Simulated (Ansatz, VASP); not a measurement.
CaMg4: VASP beside Ansatz

```
Ca Mg
1.0
     5.41861    0.00000    0.00000
     0.65974    5.83628    0.00000
     0.04802    0.08308    8.67719
Ca Mg
2 8
Cartesian
  5.2173 0.7038 8.6380
  0.3571 0.6192 4.3687
  0.5580 3.6065 6.1525
  0.5681 3.5977 2.5507
  2.2484 2.6943 0.0158
  3.4999 4.4000 4.3213
  3.2289 5.0939 7.1343
  3.1886 5.0765 1.5115
  3.1607 1.9251 5.9343
  3.1862 1.8798 2.7590
```

Change from the starting cell: the structure that the rattled cell fell into.

Alike in both runs: task single point; functional PBE; k mesh 4 × 4 × 2; occupations gaussian, width 0.1 eV; no spin polarisation.

|  | VASP | Ansatz |
| --- | --- | --- |
| version | VASP 6.6.1 | Ansatz 0.2.0 |
| potentials or method | VASP PAW PBE potentials, release 64 (Ca_sv, Mg) | scalar-relativistic, plane waves, PAW |
| plane-wave cutoff (eV) | 520 | 420 |
| valence electrons in the cell | 36 | 100 |

```tsv
	VASP	Ansatz	Ansatz less VASP
gap on the k mesh at the Fermi level (eV)	none	none	-
pressure (GPa)	0.1	0.2	+0.05
largest component of the traceless stress (GPa)	0.91	0.90	-0.001
rms of the force components (eV/Å)	0.061	0.061	+0.0001
```

Atom by atom the forces differ by 0.002 eV/Å (rms over components). A gap of «none» marks a metal or a gap that the smearing closes. The two sets of potentials don't hold the same shells in valence.

Caveats: the k mesh is coarse (spacing up to 0.36 Å⁻¹), so the values aren't converged.
